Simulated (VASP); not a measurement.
# RuF2 (Fm-3m) in VASP: notebook

Runs on RuF2. Level: PBE+U. Tasks: single point.

All numbers are computed with VASP 6.6.1; they aren't measurements. Logs are shortened: lines on timing, memory, paths and dates and some standing lists are left out, and cuts for length are marked.

## 1. The structure

The structure is cubic, space group Fm-3m (No. 225). Conventional cell: a = 4.817 Å, b = 4.817 Å, c = 4.817 Å, α = 90.00°, β = 90.00°, γ = 90.00°. Ru (site symmetry m-3m) is surrounded by 8 F at 2.09 Å. F (site symmetry -43m) is surrounded by 4 Ru at 2.09 Å.

The cell comes from a database or a generator and needn't be the stable form of this composition.

## 2. Single point, PBE+U, collinear spin, ferrimagnetic start

The input, INCAR:

```
PREC = Accurate
ENCUT = 520
EDIFF = 1E-6
ISMEAR = 0
SIGMA = 0.05
LREAL = False
LASPH = True
NELM = 60
ALGO = Fast
ISIF = 2
LWAVE = False
LCHARG = False
ISPIN = 2
MAGMOM = 1 -0.5 0 0 0 0
LORBIT = 11
LMAXMIX = 4
LDAU = True
LDAUTYPE = 2
LDAUL = 2 -1
LDAUU = 4 0
LDAUJ = 0 0
LDAUPRINT = 1
GGA = PE
NBANDS = 41
```

The input, KPOINTS:

```
Automatic mesh
0
Gamma
  7 7 7
```

The input, POSCAR:

```
RuF2
1.0
    0.0000000000      2.4087449400      2.4087449400
    2.4087449400      0.0000000000      2.4087449400
    4.8174898800      4.8174898800      0.0000000000
Ru F
2 4
Direct
    0.0000000000      0.0000000000      0.0000000000
    0.0000000000      0.0000000000      0.5000000000
    0.2500000000      0.2500000000      0.1250000000
    0.2500000000      0.2500000000      0.6250000000
    0.7500000000      0.7500000000      0.3750000000
    0.7500000000      0.7500000000      0.8750000000
```

Potentials or basis: VASP PAW PBE potentials, release 64 (Ru_pv, F).

Command:

```sh
> cat potpaw_PBE.64/Ru_pv/POTCAR potpaw_PBE.64/F/POTCAR > POTCAR
> mpirun -np 1 vasp_std > vasp.out
```

OUTCAR:

```text
PREC = Accurate
   ENCUT = 520
   EDIFF = 1E-6
   ISMEAR = 0
   LREAL = False
   LASPH = True
   NELM = 60
   ISIF = 2
   ISPIN = 2
   LORBIT = 11
   GGA = PE

 ion  position               nearest neighbor table
   1  0.000  0.000  0.000-   6 2.09   6 2.09   3 2.09   4 2.09   5 2.09   6 2.09   3 2.09   3 2.09

   2  0.000  0.000  0.500-   5 2.09   5 2.09   3 2.09   4 2.09   5 2.09   6 2.09   4 2.09   4 2.09

   3  0.250  0.250  0.125-   1 2.09   1 2.09   1 2.09   2 2.09
   4  0.250  0.250  0.625-   2 2.09   2 2.09   1 2.09   2 2.09
   5  0.750  0.750  0.375-   1 2.09   2 2.09   2 2.09   2 2.09
   6  0.750  0.750  0.875-   1 2.09   2 2.09   1 2.09   1 2.09

  LATTYP: Found a trigonal (rhomboedric) cell.
 ALAT       =     5.9001960235
 COS(alpha) =     0.8333333333

  Lattice vectors:

 A1 = (   4.8174898800,   2.4087449400,  -2.4087449400)
 A2 = (   2.4087449400,   2.4087449400,  -4.8174898800)
 A3 = (   2.4087449400,   4.8174898800,  -2.4087449400)

Analysis of symmetry for initial positions (statically):
=====================================================================
 Subroutine PRICEL returns following result:

  LATTYP: Found a face centered cubic cell.
 ALAT       =     4.8174898800

  Lattice vectors:

 A1 = (   0.0000000000,   2.4087449400,   2.4087449400)
 A2 = (   2.4087449400,   0.0000000000,   2.4087449400)
 A3 = (   2.4087449400,   2.4087449400,   0.0000000000)

   2 primitive cells build up your supercell.

 Routine SETGRP: Setting up the symmetry group for a
 trigonal (rhombohedral) supercell.

 Subroutine GETGRP returns: Found 12 space group operations
 (whereof 12 operations were pure point group operations)
 out of a pool of 12 trial point group operations.

The static configuration has the point symmetry D_3d.

Analysis of symmetry for dynamics (positions and initial velocities):
=====================================================================
 Subroutine PRICEL returns following result:

  LATTYP: Found a face centered cubic cell.
 ALAT       =     4.8174898800

  Lattice vectors:

 A1 = (   0.0000000000,   2.4087449400,   2.4087449400)
 A2 = (   2.4087449400,   0.0000000000,   2.4087449400)
 A3 = (   2.4087449400,   2.4087449400,   0.0000000000)

   2 primitive cells build up your supercell.

 Routine SETGRP: Setting up the symmetry group for a
 trigonal (rhombohedral) supercell.

 Subroutine GETGRP returns: Found 12 space group operations
 (whereof 12 operations were pure point group operations)
 out of a pool of 12 trial point group operations.

The dynamic configuration has the point symmetry D_3d.

Analysis of structural, dynamic, and magnetic symmetry:
=====================================================================
 Subroutine PRICEL returns:
 Original cell was already a primitive cell.

 Routine SETGRP: Setting up the symmetry group for a
 trigonal (rhombohedral) supercell.

 Subroutine GETGRP returns: Found 12 space group operations
 (whereof 12 operations were pure point group operations)
 out of a pool of 12 trial point group operations.

[... 176 lines left out ...]
  o =  0.1321  v =  0.0000  0.0000  0.0000  0.0000  0.0000 -0.1089  0.6463  0.0003 -0.7552  0.0026      0.0000  0.0000  0.0000  0.0000  0.0000  0.0000  0.0000  0.0000  0.0000  0.0000
  o =  0.1321  v =  0.0000  0.0000  0.0000  0.0000  0.0000 -0.8092 -0.4989  0.0026 -0.3103 -0.0003      0.0000  0.0000  0.0000  0.0000  0.0000  0.0000  0.0000  0.0000  0.0000  0.0000
  o =  0.1420  v =  0.0000  0.0000  0.0000  0.0000  0.0000 -0.5774  0.5774 -0.0000  0.5774 -0.0000      0.0000  0.0000  0.0000  0.0000  0.0000  0.0000  0.0000  0.0000  0.0000  0.0000
  o =  0.6112  v =  0.1756  0.7741 -0.0235 -0.5985  0.1060  0.0000  0.0000  0.0000  0.0000  0.0000      0.0000  0.0000  0.0000  0.0000  0.0000  0.0000  0.0000  0.0000  0.0000  0.0000
  o =  0.6112  v =  0.7924  0.2441 -0.1060  0.5483 -0.0235  0.0000  0.0000  0.0000  0.0000  0.0000      0.0000  0.0000  0.0000  0.0000  0.0000  0.0000  0.0000  0.0000  0.0000  0.0000
  o =  0.8913  v =  0.0000  0.0000  0.0000  0.0000  0.0000 -0.0001  0.0018 -0.0335 -0.0019 -0.9994      0.0000  0.0000  0.0000  0.0000  0.0000  0.0000  0.0000  0.0000  0.0000  0.0000
  o =  0.8913  v =  0.0000  0.0000  0.0000  0.0000  0.0000  0.0021  0.0011  0.9994  0.0010 -0.0335      0.0000  0.0000  0.0000  0.0000  0.0000  0.0000  0.0000  0.0000  0.0000  0.0000
  o =  0.9041  v =  0.0041  0.0788  0.0458 -0.0747 -0.9930  0.0000  0.0000  0.0000  0.0000  0.0000      0.0000  0.0000  0.0000  0.0000  0.0000  0.0000  0.0000  0.0000  0.0000  0.0000
  o =  0.9041  v = -0.0886 -0.0408 -0.9930 -0.0478 -0.0458  0.0000  0.0000  0.0000  0.0000  0.0000      0.0000  0.0000  0.0000  0.0000  0.0000  0.0000  0.0000  0.0000  0.0000  0.0000
  o =  0.9641  v = -0.5774  0.5774 -0.0000  0.5774  0.0000  0.0000  0.0000  0.0000  0.0000  0.0000      0.0000  0.0000  0.0000  0.0000  0.0000  0.0000  0.0000  0.0000  0.0000  0.0000

atom =   2  type =  1  l = 2

 onsite density matrix

spin component  1

  0.1354 -0.0033  0.0017 -0.0033  0.0000
 -0.0033  0.1354  0.0008  0.0033 -0.0014
  0.0017  0.0008  0.8913  0.0008 -0.0000
 -0.0033  0.0033  0.0008  0.1354  0.0014
  0.0000 -0.0014 -0.0000  0.0014  0.8913

spin component  2

  0.7311 -0.1165  0.0258 -0.1165 -0.0000
 -0.1165  0.7311  0.0129  0.1165 -0.0224
  0.0258  0.0129  0.9006  0.0129 -0.0000
 -0.1165  0.1165  0.0129  0.7311  0.0224
 -0.0000 -0.0224 -0.0000  0.0224  0.9006

 occupancies and eigenvectors

  o =  0.1321  v = -0.7583 -0.6414  0.0025 -0.1169 -0.0010  0.0000  0.0000  0.0000  0.0000  0.0000      0.0000  0.0000  0.0000  0.0000  0.0000  0.0000  0.0000  0.0000  0.0000  0.0000
  o =  0.1321  v = -0.3028  0.5053  0.0010 -0.8081  0.0025  0.0000  0.0000  0.0000  0.0000  0.0000      0.0000  0.0000  0.0000  0.0000  0.0000  0.0000  0.0000  0.0000  0.0000  0.0000
  o =  0.1420  v =  0.5774 -0.5774  0.0000 -0.5774 -0.0000  0.0000  0.0000  0.0000  0.0000  0.0000      0.0000  0.0000  0.0000  0.0000  0.0000  0.0000  0.0000  0.0000  0.0000  0.0000
  o =  0.6112  v =  0.0000  0.0000  0.0000  0.0000  0.0000 -0.6766 -0.7266  0.0906  0.0500 -0.0600      0.0000  0.0000  0.0000  0.0000  0.0000  0.0000  0.0000  0.0000  0.0000  0.0000
  o =  0.6112  v =  0.0000  0.0000  0.0000  0.0000  0.0000  0.4484 -0.3618 -0.0600  0.8101 -0.0906      0.0000  0.0000  0.0000  0.0000  0.0000  0.0000  0.0000  0.0000  0.0000  0.0000
  o =  0.8913  v = -0.0022 -0.0011 -1.0000 -0.0011 -0.0000  0.0000  0.0000  0.0000  0.0000  0.0000      0.0000  0.0000  0.0000  0.0000  0.0000  0.0000  0.0000  0.0000  0.0000  0.0000
  o =  0.8913  v =  0.0000 -0.0019 -0.0000  0.0019  1.0000  0.0000  0.0000  0.0000  0.0000  0.0000      0.0000  0.0000  0.0000  0.0000  0.0000  0.0000  0.0000  0.0000  0.0000  0.0000
  o =  0.9041  v =  0.0000  0.0000  0.0000  0.0000  0.0000  0.0881  0.0347  0.9867  0.0534  0.1206      0.0000  0.0000  0.0000  0.0000  0.0000  0.0000  0.0000  0.0000  0.0000  0.0000
  o =  0.9041  v =  0.0000  0.0000  0.0000  0.0000  0.0000 -0.0108 -0.0817 -0.1206  0.0709  0.9867      0.0000  0.0000  0.0000  0.0000  0.0000  0.0000  0.0000  0.0000  0.0000  0.0000
  o =  0.9641  v =  0.0000  0.0000  0.0000  0.0000  0.0000  0.5774 -0.5774 -0.0000 -0.5774 -0.0000      0.0000  0.0000  0.0000  0.0000  0.0000  0.0000  0.0000  0.0000  0.0000  0.0000

 number of electron      55.9999997 magnetization       0.0002290

 Free energy of the ion-electron system (eV)
  ---------------------------------------------------
  ext. energy  EPLUGINS =         0.00000000
  ---------------------------------------------------
  free energy    TOTEN  =       -21.42090989 eV

  energy without entropy =      -21.41744726  energy(sigma->0) =      -21.41917858

 E-fermi :   9.6074     XC(G=0): -12.6291

 val. band max:        9.6071139050   @ k =  -0.1429   0.4286   0.2857
 cond. band min:       9.6324691239   @ k =  -0.1429   0.4286   0.1429
 fundamental gap:      0.0253552188
 Fermi energy:         9.6073969788

 spin component 1

 k-point     1 :       0.0000    0.0000    0.0000
  band No.  band energies     occupation
      1     -33.8439      1.00000
      2     -33.8439      1.00000
      3     -33.7207      1.00000
      4     -32.4161      1.00000
      5     -32.4158      1.00000
      6     -32.1105      1.00000
[... 2057 lines left out ...]
     39      22.8208      0.00000
     40      23.4551      0.00000

 [... further k-points ...]

 [bands above 40 left out]

------------------------ aborting loop because EDIFF is reached ----------------------------------------

  FORCE on cell =-STRESS in cart. coord.  units (eV):
  Direction    XX          YY          ZZ          XY          YZ          ZX
  --------------------------------------------------------------------------------------
  -------------------------------------------------------------------------------------
  Total       25.4436185     25.4436185     25.4436185      3.5904489     -3.5904489     -3.5904489
  in kB      729.2173947    729.2173947    729.2173947    102.9027307   -102.9027307   -102.9027307
  external PRESSURE =     729.2173947 kB  Pullay stress =       0.0000000 kB

 VOLUME and BASIS-vectors are now :
 -----------------------------------------------------------------------------
  energy-cutoff  :      520.00
  volume of cell :       55.90
      direct lattice vectors                 reciprocal lattice vectors
     0.000000000  2.408744940  2.408744940    -0.207576980  0.207576980  0.207576980
     2.408744940  0.000000000  2.408744940     0.207576980 -0.207576980  0.207576980
     4.817489880  4.817489880  0.000000000     0.103788490  0.103788490 -0.103788490

 POSITION                                       TOTAL-FORCE (eV/Angst)
 -----------------------------------------------------------------------------------
      0.00000      0.00000      0.00000        -0.000000     -0.000000     -0.000000
      2.40874      2.40874      0.00000        -0.000000     -0.000000     -0.000000
      1.20437      1.20437      1.20437        -0.592340     -0.592340      0.592340
      3.61312      3.61312      1.20437        -0.592041     -0.592041      0.592041
      3.61312      3.61312      3.61312         0.592041      0.592041     -0.592041
      6.02186      6.02186      3.61312         0.592340      0.592340     -0.592340
 -----------------------------------------------------------------------------------
    total drift:                                0.000000      0.000000      0.000000

  FREE ENERGIE OF THE ION-ELECTRON SYSTEM (eV)
  ---------------------------------------------------
  free  energy   TOTEN  =       -21.4209098868 eV

  energy  without entropy=      -21.4174472634  energy(sigma->0) =      -21.41917858

 total charge

# of ion       s       p       d       tot
------------------------------------------
    1        0.213   6.193   6.134  12.540
    2        0.213   6.193   6.135  12.541
    3        1.756   4.403   0.000   6.159
    4        1.756   4.403   0.000   6.159
    5        1.756   4.403   0.000   6.159
    6        1.756   4.403   0.000   6.159
--------------------------------------------------
tot          7.449  29.997  12.269  49.716

 magnetization (x)

# of ion       s       p       d       tot
------------------------------------------
    1        0.007   0.011   1.800   1.819
    2       -0.007  -0.011  -1.801  -1.819
    3        0.008  -0.045   0.000  -0.037
    4       -0.008   0.045   0.000   0.037
    5       -0.008   0.045   0.000   0.037
    6        0.008  -0.045   0.000  -0.037
--------------------------------------------------
tot         -0.000  -0.000  -0.000  -0.000
```

It took 6.3 min on 1 thread of Intel Xeon Platinum 8375C at 2.90GHz (Ice Lake), shared host; peak memory 0.31 GiB.

The run converged, but a check on its numbers failed (symmetry, net force, bounds or a known fault of this set-up), so they aren't taken as properties of the crystal.

Caveat: a pressure of tens of GPa on the cell as given is suspect, and the run, the potentials or the cell itself is likely at fault; the result breaks the symmetry of the cell.

## 3. Single point, PBE+U, collinear spin, random start

This run uses another cell than the first one: it holds 3 atoms, not 6.

The input, INCAR:

```
SYSTEM = RuF2
ALGO     = Normal         ! electronic algorithm
EDIFF    = 1E-7           ! SCF threshold, eV
ENCUT    = 520            ! plane-wave cutoff, eV
GGA      = PE             ! functional
ISIF     = 2              ! what is computed and relaxed
ISMEAR   = 0              ! smearing method
ISPIN    = 2              ! spin polarisation
LASPH    = .True.         ! aspherical terms in the spheres
LCHARG   = .False.        ! write CHGCAR
LDAU     = .True.         ! DFT+U
LDAUJ    = 0 0          
LDAUL    = 2 -1           ! shell
LDAUPRINT= 1            
LDAUTYPE = 2            
LDAUU    = 4 0            ! U, eV
LMAXMIX  = 4              ! l up to which the mixer works
LORBIT   = 11             ! projections on sites
LREAL    = .False.        ! projectors in reciprocal space
LWAVE    = .False.        ! write WAVECAR
MAGMOM   = -0.58 0 0      ! initial moments
NBANDS   = 25             ! bands
NELM     = 60             ! most SCF steps
PREC     = Accurate       ! precision mode
SIGMA    = 0.05           ! smearing width, eV
```

The input, KPOINTS:

```
k-points
0
Gamma
  7 7 7
  0 0 0
```

The input, POSCAR:

```
RuF2
1.0
    0.0000000000      2.4087449400      2.4087449400
    2.4087449400      0.0000000000      2.4087449400
    2.4087449400      2.4087449400      0.0000000000
Ru F
1 2
Direct
    0.0000000000      0.0000000000      0.0000000000
    0.2500000000      0.2500000000      0.2500000000
    0.7500000000      0.7500000000      0.7500000000
```

Potentials or basis: VASP PAW PBE potentials, release 64 (Ru_pv, F).

Command:

```sh
> cat potpaw_PBE.64/Ru_pv/POTCAR potpaw_PBE.64/F/POTCAR > POTCAR
> mpirun -np 1 vasp_std > vasp.out
```

Wall time 63 s (1 thread of Intel Xeon Platinum 8375C at 2.90GHz (Ice Lake), shared host); peak memory 0.18 GiB.

Results (log left out):

* Free energy: -10.6656 eV
* Pressure: 71.9 GPa
* Band gap on the k mesh: none (metal or under the smearing width)
* Net moment: -2.00 μB per cell
* Site moments: Ru -1.88; F -0.03 μB
* Valence electrons inside the program's atomic spheres: Ru 12.54; F 6.16

Levels at points of the mesh, in eV from the Fermi level:
Spin up:
```
           k point  band 10  band 11  band 12  band 13  band 14  band 15  band 16  band 17
(0.00, 0.00, 0.00)    -6.45    -6.45    -2.50    -2.50     2.45     4.51     4.51     4.51
```
Spin down:
| k point | band 11 | band 12 | band 13 | band 14 | band 15 | band 16 | band 17 | band 18 | band 19 | band 20 |
| --- | --- | --- | --- | --- | --- | --- | --- | --- | --- | --- |
| (0.00, 0.00, 0.00) | -6.55 | -3.28 | -3.28 | 1.03 | 1.03 | 1.03 | 2.15 | 11.07 | 12.30 | 12.30 |

Eigenvalues of the final occupation matrices:
| site | spin | trace | eigenvalues |
| --- | --- | --- | --- |
| site 1 d | 1 | 2.16 | 0.12 0.12 0.12 0.90 0.90 |
| site 1 d | 2 | 4.03 | 0.74 0.74 0.74 0.90 0.90 |

Caveat: a pressure of tens of GPa on the cell as given is suspect, and the run, the potentials or the cell itself is likely at fault.

## 4. Single point, PBE+U, collinear spin, ferromagnetic start

This run uses another cell than the first one: it holds 3 atoms, not 6.

The input, INCAR:

```
PREC     = Accurate       # precision mode
ENCUT    = 520            # plane-wave cutoff, eV
EDIFF    = 1E-6           # SCF threshold, eV
ISMEAR   = 0              # smearing method
SIGMA    = 0.05           # smearing width, eV
LREAL    = F              # projectors in reciprocal space
LASPH    = T              # aspherical terms in the spheres
NELM     = 80             # most SCF steps
ALGO     = Fast           # electronic algorithm
ISIF     = 2              # what is computed and relaxed
LWAVE    = F              # write WAVECAR
LCHARG   = T              # write CHGCAR
ISPIN    = 2              # spin polarisation
MAGMOM   = 1 0 0          # initial moments
LORBIT   = 11             # projections on sites
NUPDOWN  = 1              # fixed moment
LMAXMIX  = 4              # l up to which the mixer works
LDAU     = T              # DFT+U
LDAUTYPE = 2            
LDAUL    = 2 -1           # shell
LDAUU    = 4 0            # U, eV
LDAUJ    = 0 0          
LDAUPRINT= 1            
GGA      = PE             # functional
LELF     = T              # ELF
LVHAR    = T
```

The input, KPOINTS:

```
regular mesh
0
Gamma
  7 7 7
```

POSCAR is that of step 3.

Command:

```sh
> cat potpaw_PBE.64/Ru_pv/POTCAR potpaw_PBE.64/F/POTCAR > POTCAR
> mpirun -np 1 vasp_std > vasp.out
```

It took 48 s on 1 thread of Intel Xeon Platinum 8375C at 2.90GHz (Ice Lake), shared host; peak memory 0.17 GiB.

Results (log left out):

| Property | Result |
| --- | --- |
| Free energy | -9.8592 eV |
| Pressure | 66.7 GPa |
| Net moment | 1.00 μB per cell |
| Site moments | Ru +0.96; F +0.01 μB |
| Valence electrons inside the program's atomic spheres | Ru 12.58; F 6.14 |

Eigenvalues of the final occupation matrices:
```csv
site,spin,trace,eigenvalues
site 1 d,1,3.59,0.60 0.60 0.60 0.90 0.90
site 1 d,2,2.64,0.28 0.28 0.28 0.90 0.90
```

Caveat: a pressure of tens of GPa on the cell as given is suspect, and the run, the potentials or the cell itself is likely at fault; the total moment is fixed, so each spin has its own Fermi level. The state reached can hang on the start; a lower one may exist.

## 5. Single point, PBE+U, collinear spin, ferromagnetic start

This run uses another cell than the first one: it holds 3 atoms, not 6.

The input, INCAR:

```
SYSTEM = RuF2
PREC = Accurate ; ENCUT = 520
EDIFF = 1E-6 ; ISMEAR = 0
SIGMA = 0.05 ; LREAL = .False.
LASPH = .True. ; NELM = 100
ALGO = Fast ; ISIF = 2
LWAVE = .False. ; LCHARG = .True.
ISPIN = 2 ; MAGMOM = 1 0 0
LORBIT = 11 ; LMAXMIX = 4
LDAU = .True. ; LDAUTYPE = 2
LDAUL = 2 -1 ; LDAUU = 3 0
LDAUJ = 0 0 ; LDAUPRINT = 1
GGA = PE ; LELF = .True.
LVHAR = .True.
```

The input, KPOINTS:

```
regular mesh
0
Gamma
  7 7 7
  0 0 0
```

POSCAR is that of step 4.

Command:

```sh
> cat potpaw_PBE.64/Ru_pv/POTCAR potpaw_PBE.64/F/POTCAR > POTCAR
> mpirun -np 1 vasp_std > vasp.out
```

Wall time 31 s (1 thread of Intel Xeon Platinum 8375C at 2.90GHz (Ice Lake), shared host); peak memory 0.18 GiB.

It converged, with:

```
Free energy                                           : -11.3085 eV
Pressure                                              : 71.1 GPa
Band gap on the k mesh                                : none (metal or under the smearing width)
Net moment                                            : 2.00 μB per cell
Site moments                                          : Ru +1.85; F +0.04 μB
Valence electrons inside the program's atomic spheres : Ru 12.53; F 6.15
```

Levels at points of the mesh, in eV from the Fermi level:
Spin up:
```csv
k point,band 13,band 14,band 15,band 16,band 17,band 18
"(0.00, 0.00, 0.00)",-3.09,1.02,1.02,1.02,1.97,12.10
```
Spin down:
```
           k point  band 9  band 10  band 11  band 12  band 13  band 14  band 15  band 16  band 17  band 18
(0.00, 0.00, 0.00)   -6.63    -6.63    -6.63    -2.32    -2.32     2.26     3.99     3.99     3.99    12.37
```

Eigenvalues of the final occupation matrices:
| site | spin | trace | eigenvalues |
| --- | --- | --- | --- |
| site 1 d | 1 | 4.00 | 0.74 0.74 0.74 0.89 0.89 |
| site 1 d | 2 | 2.17 | 0.13 0.13 0.13 0.89 0.89 |

Caveat: a pressure of tens of GPa on the cell as given is suspect, and the run, the potentials or the cell itself is likely at fault. The state reached can hang on the start; a lower one may exist.

(Part 1 of 2 ends here.)
